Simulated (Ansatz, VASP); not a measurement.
# Ru (Ru(102) slab (three-index Miller notation)): VASP beside Ansatz

Wanted: the spread between two codes on one cell, functional and k mesh. The cell is taken from a series of runs on this material, whose earlier steps may have relaxed, scaled, displaced or heated it; both programs get it as it stands.

Program: Ansatz 0.2.0. Level of theory: plane waves, with VASP 6.6.1 beside it; PBE. Results are calculated unless marked as measured.

**1. Starting point**

The cell holds 32 atoms: 32 Ru. Its edges and angles: a = 6.914 Å, b = 5.430 Å, c = 26.606 Å, α = 90.0°, β = 90.0°, γ = 66.9°. It derives from Ru. Slab of Ru cut on (1 0 2), 11.6 A thick, 1 x 2 surface cells, both faces free; (so at first; earlier steps may have moved the atoms). Lattice constants are starting values near those of PBE. Vacuum lies along c.

**2. VASP: single point, PBE**

With cell and atoms fixed, the geometry can't cause a difference; cores, projectors, grids and the points listed under the comparison can.

Lines of VASP's logs that name or quote its potential files are left out, and so is its time.

Contents of INCAR:

```
SYSTEM = Ru
PREC = Accurate
ENCUT = 400
EDIFF = 1E-06
NELM = 120
ISMEAR = -1
SIGMA = 0.1
LREAL = Auto
ALGO = Normal
GGA = PE
NBANDS = 260
LASPH = .TRUE.
LORBIT = 11
LWAVE = .FALSE.
LCHARG = .FALSE.
ISIF = 2
GGA_COMPAT = .FALSE.
KPAR = 4
```

Contents of POSCAR:

```
Ru
1.0
    6.9139900000      0.0000000000      0.0000000000
    2.1322600000      4.9938300000      0.0000000000
    0.0000000000      0.0000000000     26.6060000000
Ru
32
Direct
    0.5472700000      0.2264300000      0.2850400000
    0.1383700000      0.4308850000      0.3051000000
    0.8164900000      0.3416800000      0.3386100000
    0.4097800000      0.0451750000      0.3597600000
    0.0948400000      0.4526500000      0.4011300000
    0.6847000000      0.1575450000      0.4206800000
    0.3693300000      0.0653500000      0.4596200000
    0.9589400000      0.2705400000      0.4793400000
    0.6403500000      0.1798100000      0.5206600000
    0.2299600000      0.3850000000      0.5403800000
    0.9145900000      0.2928050000      0.5793200000
    0.5044500000      0.4977000000      0.5988700000
    0.1895100000      0.4051750000      0.6402400000
    0.7828000000      0.1086700000      0.6613900000
    0.4609200000      0.0194650000      0.6949000000
    0.0520200000      0.2239200000      0.7149600000
    0.5472700000      0.7264300000      0.2850400000
    0.1383700000      0.9308850000      0.3051000000
    0.8164900000      0.8416800000      0.3386100000
    0.4097800000      0.5451750000      0.3597600000
    0.0948400000      0.9526500000      0.4011300000
    0.6847000000      0.6575450000      0.4206800000
    0.3693300000      0.5653500000      0.4596200000
    0.9589400000      0.7705400000      0.4793400000
    0.6403500000      0.6798100000      0.5206600000
    0.2299600000      0.8850000000      0.5403800000
    0.9145900000      0.7928050000      0.5793200000
    0.5044500000      0.9977000000      0.5988700000
    0.1895100000      0.9051750000      0.6402400000
    0.7828000000      0.6086700000      0.6613900000
    0.4609200000      0.5194650000      0.6949000000
    0.0520200000      0.7239200000      0.7149600000
```

Contents of KPOINTS:

```
Automatic mesh
0
Gamma
6 7 1
0 0 0
```

PAW data sets: Ru_pv (PBE family, release 64).

The run is started by

```bash
$ mpirun -np 4 vasp_std
```

Numbers of over 12 decimals in the logs are rounded to 6 here.

The program printed:

```text
[banner, memory and clock lines left out]
running    4 mpi-ranks, on    1 nodes
[...]
LDA part: xc-table for (Slater+PW92), standard interpolation
|                                                                             |
|           W    W    AA    RRRRR   N    N  II  N    N   GGGG   !!!           |
|           W    W   A  A   R    R  NN   N  II  NN   N  G    G  !!!           |
|           W    W  A    A  R    R  N N  N  II  N N  N  G       !!!           |
|           W WW W  AAAAAA  RRRRR   N  N N  II  N  N N  G  GGG   !            |
|           WW  WW  A    A  R   R   N   NN  II  N   NN  G    G                |
|           W    W  A    A  R    R  N    N  II  N    N   GGGG   !!!           |
|                                                                             |
|     Your reciprocal lattice and k-lattice belong to different lattice       |
|     classes:                                                                |
|                                                                             |
|        The reciprocal lattice is base centered orthorhombic,                |
|        whereas your k-lattice is simple monoclinic.                         |
|                                                                             |
|     Results are often still useful ...                                      |
|                                                                             |

 POSCAR, INCAR and KPOINTS ok, starting setup
[...]
entering main loop
       N       E                     dE             d eps       ncg     rms          rms(c)
DAV:   1     0.450141109589E+04    0.45014E+04   -0.25534E+05 14624   0.141E+03
DAV:   2    -0.987374255194E+02   -0.46001E+04   -0.44506E+04 12044   0.469E+02
DAV:   3    -0.293237848577E+03   -0.19450E+03   -0.18561E+03 16776   0.834E+01
DAV:   4    -0.304317622253E+03   -0.11080E+02   -0.10759E+02 14856   0.145E+01
[...]
DAV:  32    -0.282394230413E+03   -0.51678E-05   -0.24371E-07  7408   0.589E-04    0.218E-04
DAV:  33    -0.282394232133E+03   -0.17198E-05   -0.10987E-07  6880   0.337E-04    0.119E-04
DAV:  34    -0.282394232483E+03   -0.35081E-06   -0.49899E-08  6576   0.219E-04
   1 F= -.28239423E+03 E0= -.28178138E+03  d E =-.122571E+01
```

OUTCAR, selected parts (step 2):

```text
  Total       -9.6185141    -10.7074572     -2.6800184     -0.5512027      0.2334139     -0.4656685
  in kB      -16.7755390    -18.6747520     -4.6741889     -0.9613462      0.4070945     -0.8121670
  external PRESSURE =     -13.3748266 kB  Pullay stress =       0.0000000 kB

 POSITION                                       TOTAL-FORCE (eV/Angst)
 -----------------------------------------------------------------------------------
      4.26663      1.13075      7.58377         0.061148     -0.027702      0.014850
      1.87545      2.15177      8.11749        -0.031267      0.011337      0.003696
      6.37375      1.70629      9.00906        -0.028857      0.016013     -0.057602
      2.92954      0.22560      9.57177         0.018588     -0.009238      0.004761
      1.62089      2.26046     10.67246        -0.031799      0.009472      0.002664
      5.06994      0.78675     11.19261         0.033662     -0.007302      0.031264
      2.69289      0.32635     12.22865        -0.015274      0.004719     -0.030347
      7.20696      1.35103     12.75332         0.031244     -0.014335     -0.004265
      4.81078      0.89794     13.85268        -0.031244      0.014335      0.004265
      2.41086      1.92262     14.37735         0.015274     -0.004719      0.030347
      6.94780      1.46222     15.41339        -0.033662      0.007302     -0.031264
      4.54899      2.48543     15.93354         0.031799     -0.009472     -0.002664
      2.17421      2.02338     17.03423        -0.018588      0.009238     -0.004761
      5.64398      0.54268     17.59694         0.028857     -0.016013      0.057602
[...]
-----------------------------------------------------------------------------------
    total drift:                               -0.000370      0.000181     -0.001270

  FREE ENERGIE OF THE ION-ELECTRON SYSTEM (eV)
  ---------------------------------------------------
  free  energy   TOTEN  =      -282.3942324834 eV

  energy  without entropy=     -281.1685197669  energy(sigma->0) =     -281.78137613

[... 3 further parts left out ...]
[key lines of the parts left out:]
E-fermi :   3.7336
```

**3. Ansatz: single point, PBE**

Ansatz runs on its default PAW (the set named soft_2) files.

The same cell, functional, mesh and smearing now go to Ansatz, which takes its cutoff from its data sets.

Contents of input.yaml:

```yaml
crystal:
  lattice:
    - [6.91399, 0.0, 0.0]
    - [2.13226, 4.99383, 0.0]
    - [0.0, 0.0, 26.606]
  atoms:
    - { symbol: Ru, position: [0.54727, 0.22643, 0.28504] }
    - { symbol: Ru, position: [0.13837, 0.43089, 0.3051] }
    - { symbol: Ru, position: [0.81649, 0.34168, 0.33861] }
    - { symbol: Ru, position: [0.40978, 0.04518, 0.35976] }
    - { symbol: Ru, position: [0.09484, 0.45265, 0.40113] }
    - { symbol: Ru, position: [0.6847, 0.15755, 0.42068] }
    - { symbol: Ru, position: [0.36933, 0.06535, 0.45962] }
    - { symbol: Ru, position: [0.95894, 0.27054, 0.47934] }
    - { symbol: Ru, position: [0.64035, 0.17981, 0.52066] }
    - { symbol: Ru, position: [0.22996, 0.385, 0.54038] }
    - { symbol: Ru, position: [0.91459, 0.29281, 0.57932] }
    - { symbol: Ru, position: [0.50445, 0.4977, 0.59887] }
    - { symbol: Ru, position: [0.18951, 0.40518, 0.64024] }
    - { symbol: Ru, position: [0.7828, 0.10867, 0.66139] }
    - { symbol: Ru, position: [0.46092, 0.01947, 0.6949] }
    - { symbol: Ru, position: [0.05202, 0.22392, 0.71496] }
    - { symbol: Ru, position: [0.54727, 0.72643, 0.28504] }
    - { symbol: Ru, position: [0.13837, 0.93089, 0.3051] }
    - { symbol: Ru, position: [0.81649, 0.84168, 0.33861] }
    - { symbol: Ru, position: [0.40978, 0.54518, 0.35976] }
    - { symbol: Ru, position: [0.09484, 0.95265, 0.40113] }
    - { symbol: Ru, position: [0.6847, 0.65755, 0.42068] }
    - { symbol: Ru, position: [0.36933, 0.56535, 0.45962] }
    - { symbol: Ru, position: [0.95894, 0.77054, 0.47934] }
    - { symbol: Ru, position: [0.64035, 0.67981, 0.52066] }
    - { symbol: Ru, position: [0.22996, 0.885, 0.54038] }
    - { symbol: Ru, position: [0.91459, 0.79281, 0.57932] }
    - { symbol: Ru, position: [0.50445, 0.9977, 0.59887] }
    - { symbol: Ru, position: [0.18951, 0.90518, 0.64024] }
    - { symbol: Ru, position: [0.7828, 0.60867, 0.66139] }
    - { symbol: Ru, position: [0.46092, 0.51947, 0.6949] }
    - { symbol: Ru, position: [0.05202, 0.72392, 0.71496] }
kpoints:
  mp_grid: { grid: [6, 7, 1] }
hamiltonian:
  xc: pbe
scf:
  occupations: { method: fermi_dirac, width: 0.1 }
output:
  forces: true
  populations: true
  dos:
    method: { smearing: { sigma: 0.08 } }
    de: 0.1
    projected: { site_lists: { Ru: [Ru] } }
  eigenvalues: true
  write_density: true
  write_potential: true
  volumetric_format: npy
```

The run is started by

```bash
$ ansatz run input.yaml --threads 6 --pin off --max-ram 102400MiB --backend cuda --events-out ev --progress --plain --runs-dir out
```

The program printed:

```text
Warning: the atoms were moved onto the symmetric positions of the space group found under crystal.symmetry.tolerance 1.0e-5 (fractional; no operation is sought that the atoms, as they stand in a round, miss by more than twice it, and no atom is moved by as much as it), and the run uses the moved positions. Before a round's move an operation carried an atom to 3.39e-5 Å from where it should land, the largest such dist [...]
Engine: ansatz 0.2.0, x86_64-unknown-linux-gnu
Pseudopotentials: kind: paw
Pseudopotential: Ru, paw, valence charge 16, recommended cutoff 420 eV (normal), Ru.paw.azcp
Functional definition: PBE
  parameter kappa = 0.804
  parameter beta = 0.066725
  exchange = pbe_x(kappa = kappa, mu = beta*pi^2/3)
  correlation = pbe_c(beta = beta)
device memory: the entry about to start is reckoned to put 20.7 GiB on a device that reports 66.4 GiB free
GPU FFT provider: cuFFT
GPU libraries: cuBLAS 13.8.2, cuFFT 12.4.0, cuSOLVER 12.3.4
Crystal: 32 atoms, lattice volume = 918.633 Å³
Basis set: ecut = 420 eV, 17929 PW (Γ), exchange–correlation on 96×80×360 points (8 copies of the dense FFT grid, shifted against one another)
Bands: 308, of which v1, the nominal top of the filled ones, is band 256 counted from 1 (255 counted from 0)
Symmetry: 4 space group operations
Space group: P-1 (ITA 2), of the structure as read, at distance tolerance 9.7e-5 Å
k-points: 22 of 42
Non-local potential: Ru, projectors of the file, l = 0: 3, l = 1: 2, l = 2: 2, l = 3: 1
PAW form: soft (Blöchl's): semilocal exchange-correlation on the pseudo side does not see the compensation charge
PAW one-centre angular grid: Ru, 590 points (default); XC on 64 Gauss nodes
Initial density: superposition of atomic densities (neutral atoms: chi_scale 0, normalization atom), corrected by the library's trained network
Initial wavefunctions: pseudopotential atomic-orbital guess
GPU buffer pool allocated for 345600 grid points (all kernels)
GPU transforms: local potential and band sums: pruned to the plane-wave sphere, on 48×40×180
Functional: x = pbe(κ = 0.804, μ = 0.219515), c = pbe(β = 0.066725)
SCF iter   1: F=—  HF=-188105.156030 eV  |F-HF|=—  |Δ(HF+E_count)|=         —  Δρ=1.23e-2  dr2=1.54e1  ethr=1.77e-3  ⟨swp⟩=7.0  Hψ=27190  notcnv=0  defer=16
preconditioner: auto → LDOS  [metal: Δε(μ)=0.005 eV  Ē_g=4.431 eV  σ=0.100 eV  W_gap=0.01  n_scr=226 (ndim 8)  ℏωp=19.6 eV  f_vac=0.473  D(μ)=37.32/eV (n_scr^D=304)  β→1.0]
SCF iter   2: F=—  HF=-188104.994359 eV  |F-HF|=—  |Δ(HF+E_count)|=   1.62e-1  Δρ=4.39e-3  dr2=4.44e-1  ethr=1.77e-3  ⟨swp⟩=2.0  Hψ=7886  notcnv=0  defer=22
SCF iter   3: F=—  HF=-188104.982872 eV  |F-HF|=—  |Δ(HF+E_count)|=   1.15e-2  Δρ=1.69e-3  dr2=5.54e-2  ethr=8.67e-5  ⟨swp⟩=2.1  Hψ=10086  notcnv=0  defer=31
SCF iter   4: F=—  HF=-188104.979743 eV  |F-HF|=—  |Δ(HF+E_count)|=   3.13e-3  Δρ=2.32e-4  dr2=1.27e-3  ethr=1.08e-5  ⟨swp⟩=1.9  Hψ=9288  notcnv=0  defer=31
[...]
k-point 2: bands = [... 252 lower, 8.5955, 8.6377, 8.7229, 8.7960, 8.8357, 8.8796, 8.9104, 8.9247, ... 48 higher]
  k-point 21: bands = [... 252 lower, 8.3396, 8.4025, 8.4243, 8.5415, 8.5676, 8.6236, 8.6682, 8.7049, ... 48 higher]
--- Löwdin populations: 32 sites ---
  site symbol       q [e]
     0     Ru     15.9635
     1     Ru     15.9239
     2     Ru     15.9287
     3     Ru     15.8682
     4     Ru     15.8928
     5     Ru     15.9043
     6     Ru     15.9022
     7     Ru     15.9094
     8     Ru     15.9094
     9     Ru     15.9022
    10     Ru     15.9043
    11     Ru     15.8928
    12     Ru     15.8682
    13     Ru     15.9287
    14     Ru     15.9239
    15     Ru     15.9635
    16     Ru     15.9635
    17     Ru     15.9239
    18     Ru     15.9287
    19     Ru     15.8682
    20     Ru     15.8928
    21     Ru     15.9043
    22     Ru     15.9022
    23     Ru     15.9094
    24     Ru     15.9094
    25     Ru     15.9022
    26     Ru     15.9043
    27     Ru     15.8928
    28     Ru     15.8682
    29     Ru     15.9287
    30     Ru     15.9239
    31     Ru     15.9635
  spilling = 0.005523 (of n_electrons = 512.000000)
```

Reading the cycles: dr2 is the Hartree energy of the density residual (eV), the measure of convergence; HF is the Harris–Foulkes estimate of the energy, which meets the free energy F at convergence.

**4. Differences**

Known differences besides the potentials themselves: the data sets hold 512 valence electrons in Ansatz (on its default PAW (the set named soft_2) files) and 448 in VASP; the cutoff is 420 eV in Ansatz and 400 eV in VASP (PREC = Accurate, projectors in real space). Total energies have different zeros and are not compared.

Forces on 7 of the 32 atoms, those with the largest forces and the largest differences (eV/Å; atoms numbered as in POSCAR):

```
atom         Ansatz x, y, z           VASP x, y, z
 Ru1   0.059, -0.027, 0.029   0.061, -0.028, 0.015
Ru14   0.031, -0.018, 0.060   0.029, -0.016, 0.058
Ru16  -0.059, 0.027, -0.029  -0.061, 0.028, -0.015
Ru17   0.059, -0.027, 0.029   0.061, -0.028, 0.015
Ru19  -0.031, 0.018, -0.060  -0.029, 0.016, -0.058
Ru30   0.031, -0.018, 0.060   0.029, -0.016, 0.058
Ru32  -0.059, 0.027, -0.029  -0.061, 0.028, -0.015
```

The forces differ by 4.6 meV/Å r.m.s., which is 17.5 % of the r.m.s. force of 0.026 eV/Å (both taken over all components). Where the cell holds vacuum, a pressure given here is an average over it and none of the material.

**5. Outcome**

| Item | Value |
| --- | --- |
| r.m.s. force difference (single point, PBE) | 4.6 meV/Å |

The r.m.s. force difference is 4.6 meV/Å (single point, PBE), within the 12 meV/Å picked in this series as the mark of a large difference. The data sets hold unlike numbers of valence electrons (512 in Ansatz and 448 in VASP), so part of the differences may come from the potentials. Such differences can come from data sets, numerical settings and the points named under the comparisons, not from the functional's error against experiment.

[Lines on the potential files, build, host, timing and source positions are cut from VASP's logs without a mark.]

[Logs are printed without paths, hosts, clocks, repeated set-up lines and the standing remarks that a program may print on its own settings, such as how far it seeks lower states.]

[Hosts, paths, dates, database ids (printed as entryN), source tags and the programs' standing remarks are cut or masked in the printed files.]
